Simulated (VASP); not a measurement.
Method: PBE GGA with D4 dispersion, VASP's PBE PAW potentials (set 64) (plane waves; VASP 6.6.1).

The input files of a VASP run:

File POSCAR:
```
Ho
1
    1.7905626938    -3.1013456143     0.0000000000
    1.7905626938     3.1013456143    -0.0000000000
   -0.0000000000    -0.0000000000     5.5128740841
Ho
2
Direct
  0.3333330000   0.6666670000   0.2500000000
  0.6666670000   0.3333330000   0.7500000000
```

### KPOINTS
```
Automatic mesh
0
Gamma
  13 13 8
```

INCAR:
```
SYSTEM = Ho
PREC = Accurate; ENCUT = 520; LREAL = .FALSE.
LASPH = .TRUE.
EDIFF = 1E-7; NELM = 100; ALGO = Normal
LMAXMIX = 6
ISMEAR = -5
GGA = PE; IVDW = 13
ISIF = 2
LWAVE = .FALSE.; LCHARG = .TRUE.; LORBIT = 11
NEDOS = 601
```

POTCAR, in this order: Ho_3 (PBE.64 set). Program: vasp_std.

The 4f electrons are frozen in the core of the lanthanide potential, so 4f levels, which can set the real gap, and their magnetism are missing.

Q: Predict the energy per atom (σ→0), dispersion energy, band gap (on the k-mesh).

A: 
The energy per atom (σ→0) is -4.712 eV/atom and the dispersion energy is -0.402 eV. The band gap (on the k-mesh) is none (metal, semimetal or under 0.01 eV).

OSZICAR:
```
...
DAV:   7    -0.902266066040E+01   -0.96150E-02   -0.45134E-02  4382   0.294E+00    0.308E-01
DAV:   8    -0.902238411019E+01    0.27655E-03   -0.27415E-03  3967   0.580E-01    0.641E-02
DAV:   9    -0.902239812986E+01   -0.14020E-04   -0.21043E-04  4612   0.177E-01    0.329E-02
DAV:  10    -0.902239293532E+01    0.51945E-05   -0.27000E-05  4599   0.547E-02    0.437E-02
DAV:  11    -0.902239329037E+01   -0.35505E-06   -0.23855E-06  4379   0.153E-02    0.399E-03
DAV:  12    -0.902239351517E+01   -0.22479E-06   -0.19125E-07  2657   0.571E-03    0.173E-03
DAV:  13    -0.902239351523E+01   -0.65029E-10   -0.44486E-08  2290   0.565E-03
   1 F= -.94240586E+01 E0= -.94240586E+01  d E =0.000000E+00
```

The compound is Ho in the hcp structure. It was relaxed first.
